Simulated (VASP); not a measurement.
A VASP calculation is set up with these files.

### INCAR
```
SYSTEM = Hg3ZnTe4
PREC = Accurate
ENCUT = 400
EDIFF = 1E-7
NELM = 100
ALGO = Normal
LREAL = .FALSE.
LASPH = .TRUE.
ISMEAR = -5
GGA = PS
LMAXMIX = 6
LWAVE = .FALSE.
LCHARG = .TRUE.
LORBIT = 11
NEDOS = 601
ISIF = 2
LEFG = .TRUE.
```

KPOINTS:
```
Automatic mesh
0
Gamma
4 4 7
0 0 0
```

File POSCAR:
```
Hg3ZnTe4
6.4232390
 -0.0010319393   0.9960696231   1.0000000742
  0.9960696231  -0.0010319393   1.0000000742
  0.4975188419   0.4975188419   0.0000000000
Zn Te Hg
1 4 3
direct
  0.0009600353   0.0009600353   0.9980799293
  0.1148764025   0.1148764025   0.2702471951
  0.1197043676   0.6415079021   0.2387877302
  0.6415079021   0.1197043676   0.2387877302
  0.6253475732   0.6253475732   0.2493048535
  0.0033158314   0.4964315909   0.0002525778
  0.4964315909   0.0033158314   0.0002525778
  0.4978562969   0.4978562969   0.0042874062
```

POTCAR, in this order: Zn Te Hg (PBE.64 set). Program: vasp_std.

Question: Translate this PBEsol calculation to Ansatz.

Answer: One equivalent input (not run):
Ansatz 0.2 input:
```yaml
crystal:
  lattice:
    - [-0.0066284, 6.3979932, 6.4232395]
    - [6.3979932, -0.0066284, 6.4232395]
    - [3.1956824, 3.1956824, 0.0000000]
  atoms:
    - { symbol: Zn, position: [0.0009600, 0.0009600, 0.9980799] }
    - { symbol: Te, position: [0.1148764, 0.1148764, 0.2702472] }
    - { symbol: Te, position: [0.1197044, 0.6415079, 0.2387877] }
    - { symbol: Te, position: [0.6415079, 0.1197044, 0.2387877] }
    - { symbol: Te, position: [0.6253476, 0.6253476, 0.2493049] }
    - { symbol: Hg, position: [0.0033158, 0.4964316, 0.0002526] }
    - { symbol: Hg, position: [0.4964316, 0.0033158, 0.0002526] }
    - { symbol: Hg, position: [0.4978563, 0.4978563, 0.0042874] }
kpoints:
  mp_grid: { grid: [4, 4, 7] }
hamiltonian:
  xc: pbesol
  pseudopotentials: { kind: paw }
scf:
  occupations: { method: tetrahedron }
  max_iter: 100
output: { forces: true, stress: true, eigenvalues: true }
```
The two are equivalent in intent, not identical: each code has its own PAW files, so the cut-off isn't converted (ENCUT is set for VASP's; basis.ecutwfc is left out, and Ansatz then takes the one that its files recommend); Ansatz stops its SCF on the density residual and VASP on the energy change (EDIFF); the field gradients of LEFG aren't asked of the other code.

The structure was generated: Hg3ZnTe4 was put into an ordered model structure (Amm2), which need not be its known phase. It was relaxed first.
